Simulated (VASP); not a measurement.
# TaBr (P4/mmm) in VASP: single point with PBE

Aim: the single point of TaBr with PBE.

Everything below comes from runs of VASP 6.6.1. Logs are shortened: lines on timing, memory, paths and dates and some standing lists are left out, and cuts for length are marked.

## 1. Starting point

Symmetry: P4/mmm, No. 123, tetragonal system. Conventional cell: a = 3.272 Å, b = 3.272 Å, c = 3.444 Å, α = 90.00°, β = 90.00°, γ = 90.00°. Around Br (site symmetry 4/mmm) lie 8 Ta at 2.88 Å and 4 Br at 3.27 Å. Around Ta (site symmetry 4/mmm) lie 8 Br at 2.88 Å and 4 Ta at 3.27 Å.

The cell was built by a generator and needn't be a form met in nature.

## 2. Single point, PBE

Input file INCAR:

```
SYSTEM = TaBr
PREC     = Accurate       ! precision mode
ENCUT    = 520            ! plane-wave cutoff, eV
EDIFF    = 1E-6           ! SCF threshold, eV
ISMEAR   = 1              ! smearing method
SIGMA    = 0.1496         ! smearing width, eV
LREAL    = .FALSE.        ! projectors in reciprocal space
LASPH    = .TRUE.         ! aspherical terms in the spheres
NELM     = 60             ! most SCF steps
ALGO     = Normal         ! electronic algorithm
ISIF     = 2              ! what is computed and relaxed
LWAVE    = .FALSE.        ! write WAVECAR
LCHARG   = .FALSE.        ! write CHGCAR
GGA      = PE             ! functional
NBANDS   = 26             ! bands
```

Input file KPOINTS:

```
Automatic mesh
0
G
  4 4 5
  0 0 0
```

Input file POSCAR:

```
TaBr
1.0
    4.6279470000      0.0000000000      0.0000000000
    0.0000000000      4.6279470000      0.0000000000
    0.0000000000      0.0000000000      3.4435430000
Br Ta
2 2
Direct
    0.0000000000      0.5000000000      0.5000000000
    0.5000000000      0.0000000000      0.5000000000
    0.0000000000      0.0000000000      0.0000000000
    0.5000000000      0.5000000000      0.0000000000
```

Potentials or basis: VASP PAW PBE potentials, release 64 (Br, Ta_pv).

Command:

```bash
> cat potpaw_PBE.64/Br/POTCAR potpaw_PBE.64/Ta_pv/POTCAR > POTCAR
> mpirun -np 1 vasp_std > vasp.out
```

OUTCAR:

```text
SYSTEM = TaBr
   PREC = Accurate
   ENCUT = 520
   EDIFF = 1E-6
   ISMEAR = 1
   LREAL = .FALSE.
   LASPH = .TRUE.
   NELM = 60
   ISIF = 2
   GGA = PE

 ion  position               nearest neighbor table
   1  0.000  0.500  0.500-   3 2.88   4 2.88   3 2.88   4 2.88   3 2.88   3 2.88   4 2.88   4 2.88

   2  0.500  0.000  0.500-   3 2.88   4 2.88   3 2.88   4 2.88   4 2.88   4 2.88   3 2.88   3 2.88

   3  0.000  0.000  0.000-   1 2.88   2 2.88   1 2.88   2 2.88   1 2.88   1 2.88   2 2.88   2 2.88
                             4 3.27   4 3.27   4 3.27   4 3.27
   4  0.500  0.500  0.000-   1 2.88   2 2.88   1 2.88   2 2.88   2 2.88   2 2.88   1 2.88   1 2.88
                             3 3.27   3 3.27   3 3.27   3 3.27

  LATTYP: Found a simple tetragonal cell.
 ALAT       =     4.6279470000
 C/A-ratio  =     0.7440757208

  Lattice vectors:

 A1 = (   4.6279470000,   0.0000000000,   0.0000000000)
 A2 = (   0.0000000000,   4.6279470000,   0.0000000000)
 A3 = (   0.0000000000,   0.0000000000,   3.4435430000)

Analysis of symmetry for initial positions (statically):
=====================================================================
 Subroutine PRICEL returns following result:

  LATTYP: Found a simple tetragonal cell.
 ALAT       =     3.2724527067
 C/A-ratio  =     1.0522819758

  Lattice vectors:

 A1 = (   2.3139735000,  -2.3139735000,   0.0000000000)
 A2 = (   2.3139735000,   2.3139735000,   0.0000000000)
 A3 = (   0.0000000000,   0.0000000000,   3.4435430000)

   2 primitive cells build up your supercell.

 Routine SETGRP: Setting up the symmetry group for a
 simple tetragonal supercell.

 Subroutine GETGRP returns: Found 16 space group operations
 (whereof 16 operations were pure point group operations)
 out of a pool of 16 trial point group operations.

The static configuration has the point symmetry D_4h.

Analysis of symmetry for dynamics (positions and initial velocities):
=====================================================================
 Subroutine PRICEL returns following result:

  LATTYP: Found a simple tetragonal cell.
 ALAT       =     3.2724527067
 C/A-ratio  =     1.0522819758

  Lattice vectors:

 A1 = (   2.3139735000,  -2.3139735000,   0.0000000000)
 A2 = (   2.3139735000,   2.3139735000,   0.0000000000)
 A3 = (   0.0000000000,   0.0000000000,   3.4435430000)

   2 primitive cells build up your supercell.

 Routine SETGRP: Setting up the symmetry group for a
 simple tetragonal supercell.

 Subroutine GETGRP returns: Found 16 space group operations
 (whereof 16 operations were pure point group operations)
 out of a pool of 16 trial point group operations.

The dynamic configuration has the point symmetry D_4h.

 Subroutine INISYM returns: Found 16 space group operations
 (whereof 16 operations are pure point group operations),
 and found     2 'primitive' translations

----------------------------------------------------------------------------------------

                                     Primitive cell

  volume of cell :      36.8767

  direct lattice vectors                    reciprocal lattice vectors
     2.313973500 -2.313973500  0.000000000     0.216078533 -0.216078533  0.000000000
     2.313973500  2.313973500  0.000000000     0.216078533  0.216078533  0.000000000
     0.000000000  0.000000000  3.443543000     0.000000000  0.000000000  0.290398581

  length of vectors
     3.272452707  3.272452707  3.443543000     0.305581192  0.305581192  0.290398581

  position of ions in fractional coordinates (direct lattice)
     0.500000000  0.500000000  0.500000000
     0.000000000  0.000000000  0.000000000

  ion indices of the primitive-cell ions
   primitive index   ion index
                 1           1
                 2           3

----------------------------------------------------------------------------------------

 KPOINTS: Automatic mesh

Automatic generation of k-mesh.
 Grid dimensions read from file:
 generate k-points for:    4    4    5

 Generating k-lattice:

  Cartesian coordinates                     Fractional coordinates (reciprocal lattice)
     0.054019633  0.000000000  0.000000000     0.250000000  0.000000000  0.000000000
     0.000000000  0.054019633  0.000000000     0.000000000  0.250000000  0.000000000
     0.000000000  0.000000000  0.058079716     0.000000000  0.000000000  0.200000000

  Length of vectors
     0.054019633  0.054019633  0.058079716

  Shift w.r.t. Gamma in fractional coordinates (k-lattice)
     0.000000000  0.000000000  0.000000000

 Subroutine IBZKPT returns following result:
 ===========================================

 Found     18 irreducible k-points:

 Following reciprocal coordinates:
            Coordinates               Weight
  0.000000  0.000000  0.000000      1.000000
  0.250000  0.000000  0.000000      4.000000
  0.500000  0.000000  0.000000      2.000000
  0.250000  0.250000  0.000000      4.000000
  0.500000  0.250000  0.000000      4.000000
  0.500000  0.500000  0.000000      1.000000
[... 10 lines left out ...]
  0.500000  0.250000  0.400000      8.000000
  0.500000  0.500000  0.400000      2.000000
   k-points           NKPTS =     18   k-points in BZ     NKDIM =     18   number of bands    NBANDS=     26
   number of dos      NEDOS =    301   number of ions     NIONS =      4
   total plane-waves  NPLWV =  36288
   dimension x,y,z NGX =    36 NGY =   36 NGZ =   28
   dimension x,y,z NGXF=    72 NGYF=   72 NGZF=   56
   ions per type =               2   2
   NGX,Y,Z   is equivalent  to a cutoff of  12.93, 12.93, 13.52 a.u.
   NGXF,Y,Z  is equivalent  to a cutoff of  25.86, 25.86, 27.04 a.u.
 SYSTEM =  TaBr
   PREC   = accura    normal or accurate (medium, high low for compatibility)
   ISTART =      0    job   : 0-new  1-cont  2-samecut
   ICHARG =      2    charge: 1-file 2-atom 10-const
   ISPIN  =      1    spin polarized calculation?
   LNONCOLLINEAR =      F non collinear calculations
   LSORBIT =      F    spin-orbit coupling
   LASPH  =      T    aspherical Exc in radial PAW
   ENCUT  =  520.0 eV  38.22 Ry    6.18 a.u.   8.60  8.60  6.40*2*pi/ulx,y,z
   NELM   =     60;   NELMIN=  2; NELMDL= -5     # of ELM steps
   EDIFF  = 0.1E-05   stopping-criterion for ELM
   LREAL  =      F    real-space projection
[... 7 lines left out ...]
   TEBEG  =    0.0;   TEEND  =   0.0 temperature during run
   PSTRESS=    0.0 pullay stress
   NELECT =      36.0000    total number of electrons
   NUPDOWN=      -1.0000    fix difference up-down
   EMIN   =  10.00;   EMAX   =-10.00  energy-range for DOS
   EFERMI =   0.00;   METHOD = LEGACY
   ISMEAR =     1;   SIGMA  =   0.15  broadening in eV -4-tet -1-fermi 0-gaus
   EFERMI_NEDOS =   21; number of points for ismear=-14 and -15
   IALGO  =     38    algorithm
   IMIX   =      4    mixing-type and parameters
     AMIX     =   0.40;   BMIX     =  1.00
     AMIX_MAG =   1.60;   BMIX_MAG =  1.00
  volume/ion in A,a.u.               =      18.44       124.43
  Fermi-wavevector in a.u.,A,eV,Ry     =   1.288986  2.435831 22.605879  1.661485
  Thomas-Fermi vector in A             =   2.420907
   LORBIT       =      0    0 simple, 1 ext, 2 COOP (PROOUT), +10 PAW based schemes
   GGA     = PE    functional components
   LHFCALC =     F    Hartree Fock is set to
   AEXX    =    0.0000 exact exchange contribution
   IVDW    =     0    specifies the selected vdW correction
   LEPSILON=     F    determine dielectric tensor
   LRPA    =     F    only Hartree local field effects (RPA)
 non-spin polarized calculation
 Methfessel and Paxton  Order N= 1 SIGMA  =   0.15
  energy-cutoff  :      520.00
  volume of cell :       73.75
 maximum number of plane-waves:      1997
 NGX is ok and might be reduce to    36
   NGX = 17   NGY = 17   NGZ = 13

 number of electron      36.0000013 magnetization

 Free energy of the ion-electron system (eV)
  ---------------------------------------------------
  ext. energy  EPLUGINS =         0.00000000
  ---------------------------------------------------
  free energy    TOTEN  =       -22.78631740 eV

  energy without entropy =      -22.77519577  energy(sigma->0) =      -22.78261019

 E-fermi :   7.8974     XC(G=0): -11.8167

 val. band max:        7.8831737696   @ k =   0.5000   0.0000   0.4000
 cond. band min:       7.8994322242   @ k =   0.5000   0.5000   0.4000
 fundamental gap:      0.0162584546
 Fermi energy:         7.8974051993

 k-point     1 :       0.0000    0.0000    0.0000
  band No.  band energies     occupation
      1     -27.3967      2.00000
      2     -27.3967      2.00000
      3     -27.3189      2.00000
      4     -27.2742      2.00000
      5     -27.1941      2.00000
      6     -27.1941      2.00000
[... 18 lines left out ...]
     25      11.4886      0.00000
     26      12.2914      0.00000

 k-point     2 :       0.2500    0.0000    0.0000
  band No.  band energies     occupation
      1     -27.3720      2.00000
      2     -27.3674      2.00000
      3     -27.3120      2.00000
      4     -27.2804      2.00000
      5     -27.2289      2.00000
      6     -27.2241      2.00000
[... 18 lines left out ...]
     25      10.2109     -0.00000
     26      11.1475      0.00000

 k-point     3 :       0.5000    0.0000    0.0000
  band No.  band energies     occupation
      1     -27.3054      2.00000
      2     -27.3054      2.00000
      3     -27.2961      2.00000
      4     -27.2961      2.00000
      5     -27.2958      2.00000
      6     -27.2958      2.00000
[... 398 lines left out ...]
 k-point    17 :       0.5000    0.2500    0.4000
  band No.  band energies     occupation
      1     -27.4205      2.00000
      2     -27.4205      2.00000
      3     -27.3734      2.00000
      4     -27.3734      2.00000
      5     -27.1974      2.00000
      6     -27.1974      2.00000
[... 18 lines left out ...]
     25      11.3208      0.00000
     26      11.3208      0.00000

 k-point    18 :       0.5000    0.5000    0.4000
  band No.  band energies     occupation
      1     -27.4194      2.00000
      2     -27.4194      2.00000
      3     -27.4107      2.00000
      4     -27.4107      2.00000
      5     -27.1619      2.00000
      6     -27.1619      2.00000
[... 18 lines left out ...]
     25      11.8297      0.00000
     26      11.8297      0.00000

------------------------ aborting loop because EDIFF is reached ----------------------------------------

  FORCE on cell =-STRESS in cart. coord.  units (eV):
  Direction    XX          YY          ZZ          XY          YZ          ZX
  --------------------------------------------------------------------------------------
  -------------------------------------------------------------------------------------
  Total       -0.7310088     -0.7310088     -1.8727886      0.0000000     -0.0000000      0.0000000
  in kB      -15.8800153    -15.8800153    -40.6833851      0.0000000     -0.0000000      0.0000000
  external PRESSURE =     -24.1478052 kB  Pullay stress =       0.0000000 kB

 VOLUME and BASIS-vectors are now :
 -----------------------------------------------------------------------------
  energy-cutoff  :      520.00
  volume of cell :       73.75
      direct lattice vectors                 reciprocal lattice vectors
     4.627947000  0.000000000  0.000000000     0.216078533  0.000000000  0.000000000
     0.000000000  4.627947000  0.000000000     0.000000000  0.216078533  0.000000000
     0.000000000  0.000000000  3.443543000     0.000000000  0.000000000  0.290398581

 POSITION                                       TOTAL-FORCE (eV/Angst)
 -----------------------------------------------------------------------------------
      0.00000      2.31397      1.72177        -0.000000     -0.000000     -0.000000
      2.31397      0.00000      1.72177        -0.000000     -0.000000     -0.000000
      0.00000      0.00000      0.00000        -0.000000     -0.000000     -0.000000
      2.31397      2.31397      0.00000         0.000000      0.000000      0.000000
 -----------------------------------------------------------------------------------
    total drift:                                0.000000      0.000000      0.000000

  FREE ENERGIE OF THE ION-ELECTRON SYSTEM (eV)
  ---------------------------------------------------
  free  energy   TOTEN  =       -22.7863174010 eV

  energy  without entropy=      -22.7751957737  energy(sigma->0) =      -22.78261019
```

Wall time 13 s (1 thread of Intel Xeon 6975P-C (Granite Rapids), shared host); peak memory 0.19 GiB.

What came out:

- Free energy: -22.7863 eV
- Pressure: -2.4 GPa
- Band gap on the k mesh: none (metal or under the smearing width)

Levels at points of the mesh, in eV from the Fermi level:
```tsv
k point	band 15	band 16	band 17	band 18	band 19	band 20	band 21	band 22
(0.00, 0.00, 0.00)	-3.52	-3.32	-3.11	-1.72	-0.93	-0.82	-0.82	1.27
(0.50, 0.00, 0.00)	-1.79	-1.79	-0.35	-0.35	0.10	0.10	0.26	0.26
(0.50, 0.50, 0.00)	-2.08	-2.08	1.78	1.78	2.25	2.25	2.52	2.52
```

Caveat: the k mesh is coarse (spacing up to 0.36 Å⁻¹), so the values aren't converged. Spin-orbit coupling is left out, which matters for the levels of Ta.
